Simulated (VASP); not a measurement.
A run of VASP 6.6.1:

Contents of INCAR:

```
SYSTEM = LiH12ClO6
ALGO = Normal
EDIFF = 1E-6
ENCUT = 520
GGA = PE
ISIF = 2
ISMEAR = -1
IVDW = 12
LASPH = .True.
LCHARG = .False.
LREAL = Auto
LWAVE = .False.
NBANDS = 45
NELM = 80
PREC = Accurate
SIGMA = 0.02
```

File KPOINTS:

```
k-points
0
Gamma
  1 1 1
  0 0 0
```

The input POSCAR:

```
LiH12ClO6
1.0
    6.2692210000      0.0000000000      0.0000000000
    0.0000000000      6.2692210000      0.0000000000
    0.0000000000      0.0000000000      6.2692210000
O H Li Cl
6 12 1 1
Direct
    0.3422913309      0.7542244882      0.7319569688
    0.5596389089      0.0613154330      0.4391454696
    0.8369620404      1.0240187736      0.8769191579
    0.0993265351      0.2821403170      0.4145012594
    0.7968773154      0.5846978436      0.6672280336
    0.9113891503     -0.1478971630      0.2612764808
    0.4181380749      0.8041190445      0.5991334490
    0.2501427211      0.8803007583      0.7873705521
    0.6042058495      0.1972493871      0.5348989930
    0.4662620763      0.1235081679      0.3247771932
    0.9394149608      1.0784274474      0.9473904334
    0.7109655251      1.0810753043      0.9549192794
    0.1463977741      0.4037343715      0.3417489988
    0.0949400252      0.3322103336      0.5595591542
    0.8201816462      0.7291815044      0.7207434544
    0.8395779954      0.6007763963      0.5182302554
    0.7785975323     -0.1040639658      0.3115219578
    0.9997733371     -0.0554933380      0.3565833777
    0.4966486267      0.5118498774      0.7798417060
    0.3381281343      0.2426138750      0.9966310009
```

Potentials or basis: VASP PAW PBE potentials, release 64 (O, H, Li_sv, Cl).

Launch:

```bash
$ cat potpaw_PBE.64/O/POTCAR potpaw_PBE.64/H/POTCAR potpaw_PBE.64/Li_sv/POTCAR potpaw_PBE.64/Cl/POTCAR > POTCAR
$ mpirun -np 1 vasp_gam > vasp.out
```

Hardware: 1 thread of Intel(R) Xeon(R) Platinum 8259CL CPU @ 2.50GHz (Skylake/Cascade Lake) (shared host).

**Question.** Estimate the wall time of this run.

**Answer.** It took 40 s on 1 thread of Intel(R) Xeon(R) Platinum 8259CL CPU @ 2.50GHz (Skylake/Cascade Lake), with other jobs on the host, peak memory 0.3 GiB. Counts: scf iterations 15, k points 1.
